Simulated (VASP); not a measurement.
Here is a VASP 6.6.1 calculation.

INCAR

```
PREC = Accurate ; ENCUT = 600
EDIFF = 1E-6 ; ISMEAR = 1
SIGMA = 0.1 ; LREAL = F
LASPH = T ; NELM = 60
ALGO = Normal ; ISIF = 3
LWAVE = F ; LCHARG = F
GGA = PE ; IBRION = 2
NSW = 60 ; EDIFFG = -0.01
```

The input KPOINTS:

```
Automatic mesh
0
Gamma
  7 7 5
```

The input POSCAR:

```
Ru2Pb3
1.0
    4.7327885800      0.0000000000      0.0000000000
   -2.3663942900      4.0987151400      0.0000000000
    0.0000000000      0.0000000000      5.8116928800
Ru Pb
2 3
Direct
    0.6666666700      0.3333333300      0.5000000000
    0.3333333300      0.6666666700      0.0000000000
    0.0000000000      0.0000000000      0.7454000100
    0.0000000000      0.0000000000      0.2545999900
    0.6666666700      0.3333333300      0.0000000000
```

Potentials or basis: VASP PAW PBE potentials, release 64 (Ru_pv, Pb_d).

The run is started by

```sh
$ cat potpaw_PBE.64/Ru_pv/POTCAR potpaw_PBE.64/Pb_d/POTCAR > POTCAR
$ mpirun -np 1 vasp_std > vasp.out
```

Task: Predict the relaxed cell.

Result: a = 4.552 Å, b = 4.552 Å, c = 6.860 Å, α = 90.00°, β = 90.00°, γ = 120.00°.

Task: Predict the relaxed volume.

Result: 24.62 Å³/atom.

Task: What does it give for the space group after relaxing (to 0.05 Å)?

Result: P-6m2 (No. 187).

Task: Estimate the band gap on the k mesh.

Result: None (metal or under the smearing width).

The path:
```tsv
step	energy change (eV)	largest force (eV/Å)	pressure (GPa)	volume (Å³)
1	0.0000	1.1691	6.59	112.74
2	-0.2225	0.1259	-3.91	128.49
3	-0.2739	0.3463	-1.31	123.19
4	-0.3677	0.2767	-0.55	121.89
5	-0.4498	0.2266	1.98	118.72
6	-0.4867	0.1312	-0.47	123.24
7	-0.4867	0.1325	-0.44	123.20
8	-0.4910	0.0432	-0.14	122.97
9	-0.4918	0.0128	0.06	122.82
10	-0.4918	0.0196	0.09	122.80
11	-0.4918	0.0221	0.10	122.79
12	-0.4921	0.0102	-0.01	123.09
13	-0.4921	0.0096	-0.02	123.11
```

Spin-orbit coupling is left out, which matters for the levels of Pb.
